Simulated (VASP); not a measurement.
All values below come from optB86b-vdW, VASP's PBE PAW potentials (set 64) (plane waves; VASP).

VASP input:

File KPOINTS:
```
Regular mesh
0
G
  12 12 12
0 0 0
```

**INCAR**
```
SYSTEM = As
PREC = Accurate
ENCUT = 520
EDIFF = 1E-7
NELM = 100
ALGO = Normal
LREAL = .FALSE.
LASPH = .TRUE.
ISMEAR = 1
SIGMA = 0.1
GGA = MK
PARAM1 = 0.1234
PARAM2 = 1.0
LUSE_VDW = .TRUE.
AGGAC = 0.0
LMAXMIX = 4
LWAVE = .FALSE.
LCHARG = .FALSE.
ISIF = 4
IBRION = 2
NSW = 30
EDIFFG = -0.01
```

**POSCAR**
```
As
1
    3.6058226333    -1.8901037808    -0.0291121411
    3.6058226333     1.8901037808    -0.0291121411
    2.6403214319     0.0000000000     3.0990317343
As
2
Direct
  0.2288789519   0.2288789519   0.2288789519
  0.7711210481   0.7711210481   0.7711210481
```

POTCAR, in this order: As (PBE.64 set). Program: vasp_std.

What VASP printed:

**OUTCAR**
```
 ion  position               nearest neighbor table
   1  0.229  0.229  0.229-   2 2.53   2 2.53   2 2.53
   2  0.771  0.771  0.771-   1 2.53   1 2.53   1 2.53
  LATTYP: Found a trigonal (rhomboedric) cell.
 ALAT       =     4.0712770333
 COS(alpha) =     0.5689377392
 Subroutine PRICEL returns:
 Original cell was already a primitive cell.
 Subroutine GETGRP returns: Found 12 space group operations
The static configuration has the point symmetry D_3d.
The dynamic configuration has the point symmetry D_3d.
 Subroutine INISYM returns: Found 12 space group operations
 Subroutine IBZKPT returns following result:
 Found    189 irreducible k-points:

 Following reciprocal coordinates:
            Coordinates               Weight
  0.000000  0.000000  0.000000      1.000000
  0.083333 -0.000000 -0.000000      6.000000
  0.166667  0.000000 -0.000000      6.000000
  0.250000  0.000000  0.000000      6.000000
  0.333333 -0.000000 -0.000000      6.000000
  0.416667 -0.000000 -0.000000      6.000000
  0.500000  0.000000  0.000000      3.000000
  0.083333  0.083333 -0.000000      6.000000
  0.166667  0.083333 -0.000000     12.000000
  0.250000  0.083333 -0.000000     12.000000
  0.333333  0.083333 -0.000000     12.000000
  0.416667  0.083333 -0.000000     12.000000
  0.500000  0.083333 -0.000000     12.000000
 -0.416667  0.083333  0.000000     12.000000
 -0.333333  0.083333  0.000000     12.000000
 -0.250000  0.083333  0.000000     12.000000
 -0.166667  0.083333  0.000000     12.000000
 -0.083333  0.083333  0.000000      6.000000
  0.166667  0.166667 -0.000000      6.000000
  0.250000  0.166667 -0.000000     12.000000
  0.333333  0.166667 -0.000000     12.000000
  0.416667  0.166667 -0.000000     12.000000
  0.500000  0.166667 -0.000000     12.000000
 -0.416667  0.166667 -0.000000     12.000000
 -0.333333  0.166667  0.000000     12.000000
 -0.250000  0.166667  0.000000     12.000000
 -0.166667  0.166667  0.000000      6.000000
  0.250000  0.250000 -0.000000      6.000000
  0.333333  0.250000 -0.000000     12.000000
  0.416667  0.250000 -0.000000     12.000000
  0.500000  0.250000 -0.000000     12.000000
 -0.416667  0.250000  0.000000     12.000000
 -0.333333  0.250000  0.000000     12.000000
 -0.250000  0.250000  0.000000      6.000000
  0.333333  0.333333 -0.000000      6.000000
  0.416667  0.333333 -0.000000     12.000000
  0.500000  0.333333 -0.000000     12.000000
 -0.416667  0.333333  0.000000     12.000000
 -0.333333  0.333333  0.000000      6.000000
  0.416667  0.416667 -0.000000      6.000000
   k-points           NKPTS =    189   k-points in BZ     NKDIM =    189   number of bands    NBANDS=      9
   number of dos      NEDOS =    301   number of ions     NIONS =      2
   total plane-waves  NPLWV =  27000
   dimension x,y,z NGX =    30 NGY =   30 NGZ =   30
   dimension x,y,z NGXF=    60 NGYF=   60 NGZF=   60
   ions per type =               2
   PREC   = accura    normal or accurate (medium, high low for compatibility)
   ISTART =      0    job   : 0-new  1-cont  2-samecut
   ICHARG =      2    charge: 1-file 2-atom 10-const
   ISPIN  =      1    spin polarized calculation?
   LNONCOLLINEAR =      F non collinear calculations
   LSORBIT =      F    spin-orbit coupling
   INIWAV =      1    electr: 0-lowe 1-rand  2-diag
   ENCUT  =  520.0 eV  38.22 Ry    6.18 a.u.   7.57  7.57  7.57*2*pi/ulx,y,z
   NELM   =    100;   NELMIN=  2; NELMDL= -5     # of ELM steps
   EDIFF  = 0.1E-06   stopping-criterion for ELM
   LREAL  =      F    real-space projection
   NLSPLINE    = F    spline interpolate recip. space projectors
...
```

**OSZICAR**
```
       N       E                     dE             d eps       ncg     rms          rms(c)
DAV:   1     0.340206903053E+02    0.34021E+02   -0.43557E+03  3402   0.925E+02
DAV:   2    -0.525318244191E+01   -0.39274E+02   -0.38324E+02  5432   0.124E+02
DAV:   3    -0.646313469981E+01   -0.12100E+01   -0.12076E+01  3896   0.264E+01
DAV:   4    -0.646992894894E+01   -0.67942E-02   -0.67867E-02  4228   0.204E+00
DAV:   5    -0.646994891365E+01   -0.19965E-04   -0.19958E-04  3908   0.941E-02    0.323E+00
DAV:   6    -0.646029959569E+01    0.96493E-02   -0.79331E-03  3770   0.685E-01    0.195E+00
DAV:   7    -0.645676039845E+01    0.35392E-02   -0.16225E-02  3773   0.101E+00    0.919E-02
DAV:   8    -0.645686131602E+01   -0.10092E-03   -0.52602E-04  3540   0.179E-01    0.362E-02
DAV:   9    -0.645690235819E+01   -0.41042E-04   -0.71914E-05  3844   0.715E-02    0.138E-02
DAV:  10    -0.645690198969E+01    0.36850E-06   -0.47573E-06  3952   0.147E-02    0.497E-03
DAV:  11    -0.645690207204E+01   -0.82345E-07   -0.10320E-06  3493   0.853E-03    0.131E-03
DAV:  12    -0.645690217404E+01   -0.10200E-06   -0.59918E-08  1966   0.168E-03    0.301E-04
DAV:  13    -0.645690216878E+01    0.52542E-08   -0.15910E-08  1761   0.107E-03
   1 F= -.64569022E+01 E0= -.64568648E+01  d E =-.645690E+01
       N       E                     dE             d eps       ncg     rms          rms(c)
DAV:   1    -0.645923917243E+01   -0.23370E-02   -0.11923E-01  3441   0.213E+00    0.799E-02
DAV:   2    -0.645953891503E+01   -0.29974E-03   -0.36732E-03  3857   0.458E-01    0.446E-02
DAV:   3    -0.645952044282E+01    0.18472E-04   -0.41716E-05  3951   0.462E-02    0.211E-02
DAV:   4    -0.645951757718E+01    0.28656E-05   -0.15174E-05  3767   0.266E-02    0.485E-03
DAV:   5    -0.645951722167E+01    0.35551E-06   -0.11523E-06  3578   0.799E-03    0.668E-04
DAV:   6    -0.645951721744E+01    0.42334E-08   -0.50647E-08  1812   0.193E-03
   2 F= -.64595172E+01 E0= -.64594705E+01  d E =-.261505E-02
       N       E                     dE             d eps       ncg     rms          rms(c)
DAV:   1    -0.645980115682E+01   -0.28394E-03   -0.42509E-02  3437   0.127E+00    0.478E-02
DAV:   2    -0.645990852517E+01   -0.10737E-03   -0.13112E-03  3867   0.274E-01    0.263E-02
DAV:   3    -0.645990166906E+01    0.68561E-05   -0.14213E-05  3935   0.272E-02    0.125E-02
DAV:   4    -0.645990017635E+01    0.14927E-05   -0.52478E-06  3766   0.157E-02    0.278E-03
DAV:   5    -0.645989995472E+01    0.22163E-06   -0.39060E-07  3515   0.467E-03    0.398E-04
DAV:   6    -0.645989994944E+01    0.52810E-08   -0.17321E-08  1734   0.113E-03
   3 F= -.64598999E+01 E0= -.64598507E+01  d E =-.299778E-02
       N       E                     dE             d eps       ncg     rms          rms(c)
DAV:   1    -0.646053298248E+01   -0.63303E-03   -0.23375E-02  3470   0.918E-01    0.718E-02
DAV:   2    -0.646045564555E+01    0.77337E-04   -0.75288E-04  3535   0.195E-01    0.386E-02
DAV:   3    -0.646041598174E+01    0.39664E-04   -0.18389E-04  4404   0.823E-02    0.961E-03
DAV:   4    -0.646041682096E+01   -0.83923E-06   -0.12214E-05  3494   0.282E-02    0.448E-03
DAV:   5    -0.646041681512E+01    0.58403E-08   -0.14955E-06  3929   0.881E-03    0.719E-04
DAV:   6    -0.646041682825E+01   -0.13124E-07   -0.11304E-07  2077   0.266E-03
   4 F= -.64604168E+01 E0= -.64603755E+01  d E =-.516879E-03
       N       E                     dE             d eps       ncg     rms          rms(c)
DAV:   1    -0.646070016565E+01   -0.28335E-03   -0.23540E-02  3470   0.922E-01    0.719E-02
DAV:   2    -0.646062425853E+01    0.75907E-04   -0.75361E-04  3540   0.195E-01    0.387E-02
DAV:   3    -0.646058497615E+01    0.39282E-04   -0.18246E-04  4392   0.819E-02    0.958E-03
DAV:   4    -0.646058581800E+01   -0.84186E-06   -0.12157E-05  3493   0.281E-02    0.448E-03
DAV:   5    -0.646058581606E+01    0.19455E-08   -0.15002E-06  3924   0.881E-03    0.720E-04
DAV:   6    -0.646058582948E+01   -0.13426E-07   -0.11434E-07  2105   0.267E-03
   5 F= -.64605858E+01 E0= -.64605655E+01  d E =-.685880E-03
```

OUTCAR:
```
------------------------ aborting loop because EDIFF is reached ----------------------------------------
  FORCE on cell =-STRESS in cart. coord.  units (eV):
  Direction    XX          YY          ZZ          XY          YZ          ZX
  --------------------------------------------------------------------------------------
  Total        0.3813672      0.3790252      0.3792482      0.0000000     -0.0000000      0.0007228
  in kB       14.3658305     14.2776089     14.2860123      0.0000000     -0.0000000      0.0272285
  external PRESSURE =      14.3098172 kB  Pullay stress =       0.0000000 kB
  volume of cell :       42.53
      direct lattice vectors                 reciprocal lattice vectors
     3.568628068 -1.901465856 -0.047457504     0.138565697 -0.262955024 -0.116115803
     3.568628068  1.901465856 -0.047457504     0.138565697  0.262955024 -0.116115803
     2.597322893  0.000000000  3.099490732     0.004243266  0.000000000  0.319077859
 POSITION                                       TOTAL-FORCE (eV/Angst)
 -----------------------------------------------------------------------------------
      2.24212      0.00000      0.69203        -0.003655      0.000000     -0.001128
      7.49246      0.00000      2.31254         0.003655      0.000000      0.001128
 -----------------------------------------------------------------------------------
    total drift:                               -0.000000     -0.000000     -0.000000
  FREE ENERGIE OF THE ION-ELECTRON SYSTEM (eV)
  ---------------------------------------------------
  free  energy   TOTEN  =        -6.4605858295 eV

  energy  without entropy=       -6.4605249588  energy(sigma->0) =       -6.46056554

 reached required accuracy - stopping structural energy minimisation
```
(Selected blocks of OUTCAR.)

File CONTCAR:
```
As
   1.00000000000000
     3.5686280682772744   -1.9014658562039448   -0.0474575037002114
     3.5686280682772744    1.9014658562039448   -0.0474575037002114
     2.5973228927764302    0.0000000000000000    3.0994907323407377
  As
     2
Direct
     0.2303256931515910    0.2303256931515910    0.2303256931579454
     0.7696743068484090    0.7696743068484090    0.7696743068420545
```

The compound is As in the a7 structure. This cell is one point of a volume scan, at 0.97 of the reference volume. Symmetry was kept, so distortions that lower it aren't found.
